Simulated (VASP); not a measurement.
Input for VASP

### POSCAR
```
BBi
1.0
  3.7885600000   0.0000000000   0.0000000000
 -1.8942800000   3.2809890000   0.0000000000
  0.0000000000   0.0000000000   6.1874400000
B Bi
2 2
Direct
  0.3333330000   0.6666670000   0.0000000000
  0.6666670000   0.3333330000   0.5000000000
  0.3333330000   0.6666670000   0.3750000000
  0.6666670000   0.3333330000   0.8750000000
```

**KPOINTS**
```
Automatic mesh
0
Gamma
7 7 4
0 0 0
```

### INCAR
```
! general
SYSTEM  = BBi
PREC    = Accurate
ENCUT   = 520
LREAL   = .FALSE.
LASPH   = .TRUE.

! electronic loop
EDIFF   = 1E-6
NELM    = 100
ALGO    = Normal
LMAXMIX = 4

! smearing
ISMEAR  = 0
SIGMA   = 0.05

! functional
GGA     = PS

! ions
IBRION  = 2
NSW     = 60
ISIF    = 3
EDIFFG  = -0.01

! output
LWAVE   = .FALSE.
LCHARG  = .FALSE.
```

POTCAR, in this order: B Bi_d (PBE.64 set). Program: vasp_std.

**Question.** Translate this PBEsol calculation to Quantum ESPRESSO's pw.x.

**Answer.** One equivalent input (not run):
```
&CONTROL
  calculation = 'vc-relax'
  pseudo_dir = './pseudo'
  outdir = './out'
  tprnfor = .true.
  tstress = .true.
  nstep = 60
  forc_conv_thr = 0.00039
/
&SYSTEM
  ibrav = 0
  nat = 4
  ntyp = 2
  ecutwfc = 76
  occupations = 'smearing'
  smearing = 'gaussian'
  degauss = 0.003675
  input_dft = 'pbesol'
/
&ELECTRONS
  conv_thr = 7.3e-08
  electron_maxstep = 100
/
&IONS
/
&CELL
/
ATOMIC_SPECIES
  B 10.810 B.upf
  Bi 208.980 Bi.upf
CELL_PARAMETERS angstrom
     3.7885600    0.0000000    0.0000000
    -1.8942800    3.2809890    0.0000000
     0.0000000    0.0000000    6.1874400
ATOMIC_POSITIONS crystal
  B    0.3333330  0.6666670  0.0000000
  B    0.6666670  0.3333330  0.5000000
  Bi   0.3333330  0.6666670  0.3750000
  Bi   0.6666670  0.3333330  0.8750000
K_POINTS automatic
  7 7 4 0 0 0
```
What does not carry over: the potentials are each code's own (VASP's PAW set, PseudoDojo norm-conserving files in pw.x), so ENCUT and ecutwfc are chosen apart and not converted; conv_thr bounds pw.x's estimated SCF error, while EDIFF bounds the energy change between steps; forc_conv_thr acts on force components and is met together with etot_conv_thr.

The structure was generated: BBi was put into the wurtzite type (P6_3mc), which need not be its known phase. This run relaxes it. Symmetry was kept, so distortions that lower it aren't found.
